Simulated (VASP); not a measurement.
Level of theory: revPBE GGA, VASP's PBE PAW potentials (set 64) (plane waves; VASP).

VASP input:

### INCAR
```
SYSTEM = CsPbCl3
PREC = Accurate
ENCUT = 520
EDIFF = 1E-7
NELM = 100
ALGO = Normal
LREAL = .FALSE.
LASPH = .TRUE.
ISMEAR = -5
GGA = RE
LMAXMIX = 4
LWAVE = .FALSE.
LCHARG = .TRUE.
LORBIT = 11
NEDOS = 601
ISIF = 2
LEFG = .TRUE.
```

### KPOINTS
```
Automatic mesh
0
Gamma
5 5 5
0 0 0
```

File POSCAR:
```
CsPbCl3
5.8290170
  0.9999999600   0.0000000000   0.0000000000
  0.0000000000   0.9999999600   0.0000000000
  0.0000000000   0.0000000000   0.9999999600
Cs Pb Cl
1 1 3
Cart
  0.0000000000   0.0000000000   0.0000000000
  0.4999999800   0.4999999800   0.4999999800
  0.4999999800   0.0000000000   0.4999999800
  0.0000000000   0.4999999800   0.4999999800
  0.4999999800   0.4999999800   0.0000000000
```

POTCAR, in this order: Cs_sv Pb_d Cl (PBE.64 set). Program: vasp_std.

Problem. Estimate the energy per atom (σ→0).

Solution. 
```yaml
energy per atom (σ→0): -3.329 eV/atom
```

File OSZICAR:
```
...
DAV:   9    -0.166405550079E+02    0.21131E-02   -0.29273E-02   796   0.127E+00    0.168E-01
DAV:  10    -0.166425152497E+02   -0.19602E-02   -0.39542E-03   586   0.374E-01    0.779E-02
DAV:  11    -0.166427329098E+02   -0.21766E-03   -0.54075E-04   668   0.206E-01    0.175E-02
DAV:  12    -0.166427505866E+02   -0.17677E-04   -0.93651E-05   764   0.962E-02    0.549E-03
DAV:  13    -0.166427515027E+02   -0.91606E-06   -0.50485E-06   698   0.177E-02    0.352E-03
DAV:  14    -0.166427521974E+02   -0.69472E-06   -0.18388E-06   590   0.111E-02    0.821E-04
DAV:  15    -0.166427521747E+02    0.22717E-07   -0.52485E-08   460   0.171E-03
   1 F= -.16642752E+02 E0= -.16642752E+02  d E =0.000000E+00
```

The compound is CsPbCl3 in the cubic perovskite structure, the ideal cubic form; the compound distorts at low or room temperature. It was relaxed first, which changed the volume by +12 %.
